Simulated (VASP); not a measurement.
Computed with LDA (Ceperley-Alder, Perdew-Zunger), VASP's LDA PAW potentials (set 64) (plane waves; VASP).

VASP input:

**KPOINTS**
```
Automatic mesh
0
Gamma
6 6 6
0 0 0
```

### INCAR
```
! general
SYSTEM   =  NiO
PREC     =  Accurate
ENCUT    =  400   ! plane-wave cut-off (eV)
LREAL    =  .FALSE.
LASPH    =  .TRUE.   ! aspherical one-centre terms

! electronic loop
EDIFF    =  1E-6
NELM     =  100   ! most electronic steps
ALGO     =  Normal   ! blocked Davidson
LMAXMIX  =  4

! smearing
ISMEAR   =  -1   ! Fermi-Dirac
SIGMA    =  0.01   ! width (eV)

! spin
ISPIN    =  2   ! spin-polarised
MAGMOM   =  2.0 -2.0 0.0 0.0

! ions
ISIF     =  2   ! forces and stress, cell fixed

! output
LWAVE    =  .FALSE.
LCHARG   =  .FALSE.
LORBIT   =  11   ! lm-projected
```

POSCAR:
```
NiO
1
    4.1453060000     2.0726530000     2.0726530000
    2.0726530000     4.1453060000     2.0726530000
    2.0726530000     2.0726530000     4.1453060000
Ni O
2 2
Direct
  0.0000000000   0.0000000000   0.0000000000
  0.5000000000   0.5000000000   0.5000000000
  0.2500000000   0.2500000000   0.2500000000
  0.7500000000   0.7500000000   0.7500000000
```

POTCAR, in this order: Ni O (LDA.64 set). Program: vasp_std.

The resulting files:

OSZICAR:
```
       N       E                     dE             d eps       ncg     rms          rms(c)
DAV:   1     0.217932420666E+03    0.21793E+03   -0.13452E+04  2688   0.175E+03
DAV:   2    -0.710789391600E+01   -0.22504E+03   -0.21165E+03  2632   0.372E+02
DAV:   3    -0.305950105276E+02   -0.23487E+02   -0.22433E+02  2892   0.137E+02
DAV:   4    -0.313037655221E+02   -0.70875E+00   -0.70549E+00  2880   0.259E+01
DAV:   5    -0.313256557735E+02   -0.21890E-01   -0.21882E-01  3132   0.410E+00    0.207E+01
DAV:   6    -0.288541937551E+02    0.24715E+01   -0.43142E+01  3788   0.111E+02    0.223E+01
DAV:   7    -0.269099706662E+02    0.19442E+01   -0.79303E+00  3308   0.865E+01    0.890E+00
DAV:   8    -0.270469676510E+02   -0.13700E+00   -0.24598E+00  2844   0.121E+01    0.558E+00
DAV:   9    -0.269775324653E+02    0.69435E-01   -0.75661E-02  3952   0.724E+00    0.105E+00
DAV:  10    -0.269826246658E+02   -0.50922E-02   -0.43000E-02  3048   0.257E+00    0.393E-01
DAV:  11    -0.269821688212E+02    0.45584E-03   -0.34919E-03  3392   0.151E+00    0.121E-01
DAV:  12    -0.269822729469E+02   -0.10413E-03   -0.82745E-04  3224   0.271E-01    0.684E-02
DAV:  13    -0.269822718384E+02    0.11085E-05   -0.12761E-04  3908   0.205E-01    0.206E-02
DAV:  14    -0.269822739139E+02   -0.20755E-05   -0.93630E-06  2840   0.470E-02    0.163E-02
DAV:  15    -0.269822739447E+02   -0.30749E-07   -0.21446E-06  1608   0.333E-02
   1 F= -.26982274E+02 E0= -.26982274E+02  d E =-.638756E-11  mag=    -0.0000
```

OUTCAR:
```
------------------------ aborting loop because EDIFF is reached ----------------------------------------
  FORCE on cell =-STRESS in cart. coord.  units (eV):
  Direction    XX          YY          ZZ          XY          YZ          ZX
  --------------------------------------------------------------------------------------
  Total       -4.3885844     -4.3885844     -4.3885844     -0.0887573     -0.0887573     -0.0887573
  in kB     -197.4218633   -197.4218633   -197.4218633     -3.9927771     -3.9927771     -3.9927771
  external PRESSURE =    -197.4218633 kB  Pullay stress =       0.0000000 kB
  volume of cell :       35.62
      direct lattice vectors                 reciprocal lattice vectors
     4.145306000  2.072653000  2.072653000     0.361855072 -0.120618357 -0.120618357
     2.072653000  4.145306000  2.072653000    -0.120618357  0.361855072 -0.120618357
     2.072653000  2.072653000  4.145306000    -0.120618357 -0.120618357  0.361855072
 POSITION                                       TOTAL-FORCE (eV/Angst)
 -----------------------------------------------------------------------------------
      0.00000      0.00000      0.00000        -0.000000      0.000000     -0.000000
      4.14531      4.14531      4.14531        -0.000000      0.000000     -0.000000
      2.07265      2.07265      2.07265         0.000000     -0.000000      0.000000
      6.21796      6.21796      6.21796         0.000000     -0.000000     -0.000000
 -----------------------------------------------------------------------------------
    total drift:                                0.000000      0.000000      0.000000
  FREE ENERGIE OF THE ION-ELECTRON SYSTEM (eV)
  ---------------------------------------------------
  free  energy   TOTEN  =       -26.9822739447 eV

  energy  without entropy=      -26.9822739447  energy(sigma->0) =      -26.98227394

 total charge

# of ion       s       p       d       tot
------------------------------------------
    1        0.340   0.421   8.326   9.087
    2        0.340   0.421   8.326   9.087
    3        1.577   3.389   0.000   4.966
    4        1.577   3.389   0.000   4.966
--------------------------------------------------
tot          3.834   7.621  16.652  28.106

 magnetization (x)

# of ion       s       p       d       tot
------------------------------------------
    1       -0.010  -0.012   1.139   1.117
    2        0.010   0.012  -1.139  -1.117
    3        0.000   0.000   0.000   0.000
    4        0.000   0.000   0.000   0.000
--------------------------------------------------
tot          0.000  -0.000   0.000  -0.000
```
(Selected blocks of OUTCAR.)

At this cut-off the stress carries a Pulay error, which pulls relaxed volumes low.

The structure is a typed NiO crystal (Fm-3m). The cell was not relaxed at this level.
